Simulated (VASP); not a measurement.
BP (zinc blende) is relaxed at rising pressure, each step from the one before. Symmetry mostly holds the structure type, and other phases were not tried. The mesh follows the cell, and a change of mesh leaves a small step in the series.

Given:

```
CELL_PARAMETERS angstrom
      0.00000     2.24484     2.24484
      2.24484     0.00000     2.24484
      2.24484     2.24484     0.00000
ATOMIC_POSITIONS crystal
  B  0.00000 0.00000 0.00000
  P  0.25000 0.25000 0.25000
```

Calculation: LDA (Ceperley-Alder, Perdew-Zunger), VASP's LDA PAW potentials (set 64) (plane waves; VASP). Run with 620 eV cut-off, 10×10×10 Γ-centred mesh, Gaussian smearing of 0.050 eV, potentials B P.

| P (GPa) | V (Å³/atom) | H − H(0) (eV/atom) | space group | k-mesh |
|---|---|---|---|---|
| 0 | 11.31 | 0.000 | F-43m | 10×10×10 |
| 5 | 11.01 | 0.348 | F-43m | 10×10×10 |
| 10 | ? | ? | F-43m | 10×10×10 |
| 20 | ? | ? | F-43m | 10×10×10 |
| 30 | 9.90 | 1.973 | F-43m | 11×11×11 |
| 45 | 9.42 | 2.877 | F-43m | 11×11×11 |

Question: What belongs in the gaps?

Answer: 
- 10, V (Å³/atom): 10.74
- 10, H − H(0) (eV/atom): 0.688
- 20, V (Å³/atom): 10.29
- 20, H − H(0) (eV/atom): 1.344

Pressures at which the relaxation failed are left out.

The compound is BP in the zinc blende structure.
